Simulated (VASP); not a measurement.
The input files of a VASP run:

**INCAR**
```
LASPH = .TRUE.   ! aspherical one-centre terms
PREC = Accurate
NSW = 40   ! most ionic steps
LORBIT = 10
EDIFFG = -0.01   ! ionic stop
ISPIN = 2
ISMEAR = 1   ! Methfessel-Paxton
MAGMOM = -0.0 0.2 0.2 0.2
ENCUT = 480
GGA = PS   ! PBEsol
IBRION = 2   ! conjugate gradients
EDIFF = 1E-7   ! SCF stop (eV)
SYSTEM = Ni3Al
PSTRESS = 100   ! kbar
LCHARG = .FALSE.
NELM = 100   ! most electronic steps
LREAL = .FALSE.   ! projection in real space or not
SIGMA = 0.1
LWAVE = .FALSE.
LMAXMIX = 4
ISIF = 3   ! ions, shape and volume
ALGO = Normal   ! blocked Davidson
```

### KPOINTS
```
Automatic mesh
0
Gamma
8 8 8
0 0 0
```

File POSCAR:
```
Ni3Al
1.0
  3.5185715322   0.0000000000   0.0000000000
  0.0000000000   3.5185715322   0.0000000000
  0.0000000000   0.0000000000   3.5185715322
Al Ni
1 3
Cart
  0.0000000000   0.0000000000   0.0000000000
  0.0000000000   1.7592857661   1.7592857661
  1.7592857661   0.0000000000   1.7592857661
  1.7592857661   1.7592857661   0.0000000000
```

POTCAR, in this order: Al Ni (PBE.64 set). Program: vasp_std.

Task: Write an equivalent input for Quantum ESPRESSO's pw.x.

Result: One equivalent input (not run):
```
&CONTROL
  calculation = 'vc-relax'
  pseudo_dir = './pseudo'
  outdir = './out'
  tprnfor = .true.
  tstress = .true.
  nstep = 40
  forc_conv_thr = 0.00039
/
&SYSTEM
  ibrav = 0
  nat = 4
  ntyp = 2
  ecutwfc = 98
  occupations = 'smearing'
  smearing = 'methfessel-paxton'
  degauss = 0.00735
  input_dft = 'pbesol'
  nspin = 2
  starting_magnetization(2) = 0.02
/
&ELECTRONS
  conv_thr = 7.3e-09
  electron_maxstep = 100
/
&IONS
/
&CELL
  press = 100
/
ATOMIC_SPECIES
  Al 26.982 Al.upf
  Ni 58.693 Ni.upf
CELL_PARAMETERS angstrom
     3.5185715    0.0000000    0.0000000
     0.0000000    3.5185715    0.0000000
     0.0000000    0.0000000    3.5185715
ATOMIC_POSITIONS crystal
  Al   0.0000000  0.0000000  0.0000000
  Ni   0.0000000  0.5000000  0.5000000
  Ni   0.5000000  0.0000000  0.5000000
  Ni   0.5000000  0.5000000  0.0000000
K_POINTS automatic
  8 8 8 0 0 0
```
Limits of the translation: the potentials are each code's own (VASP's PAW set, PseudoDojo norm-conserving files in pw.x), so ENCUT and ecutwfc are chosen apart and not converted; conv_thr bounds pw.x's estimated SCF error, while EDIFF bounds the energy change between steps; starting_magnetization is a fraction of the valence charge and MAGMOM a moment in μB, so they match only roughly; forc_conv_thr acts on force components and is met together with etot_conv_thr.

The compound is Ni3Al in the L1_2 structure. This run relaxes it under an external pressure of 10 GPa. Symmetry was kept, so distortions that lower it aren't found.
